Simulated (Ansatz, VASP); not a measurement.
## Two plane-wave programs on ZnB

```
CELL_PARAMETERS angstrom
2.66476 0.00000 0.00000
0.00000 2.66476 0.00000
0.00000 0.00000 3.10965
ATOMIC_POSITIONS crystal
Zn 0.50000 0.50000 0.50000
B 0.00000 0.00000 0.00000
```

Change from the starting cell: species swapped into the ZnNi type (P4/mmm, No. 123).

Alike in both runs: task single point; functional PBE; k mesh 6 × 6 × 6; occupations gaussian, width 0.1 eV; no spin polarisation.

```csv
,VASP,Ansatz
version,VASP 6.6.1,Ansatz 0.2.0
potentials or method,"VASP PAW PBE potentials, release 64 (Zn, B)","scalar-relativistic, plane waves, PAW"
plane-wave cutoff (eV),520,420
valence electrons in the cell,15,15
```

VASP gave:

| Item | Value |
| --- | --- |
| gap on the k mesh at the Fermi level (eV) | none |
| pressure (GPa) | -0.7 |
| largest component of the traceless stress (GPa) | 10.68 |

Problem. What did Ansatz give for the same quantities?

Solution. gap on the k mesh at the Fermi level (eV): none; pressure (GPa): -1.1; largest component of the traceless stress (GPa): 10.54.

A gap of «none» marks a metal or a gap that the smearing closes.

Caveats: the k mesh is coarse (spacing up to 0.39 Å⁻¹), so the values aren't converged.
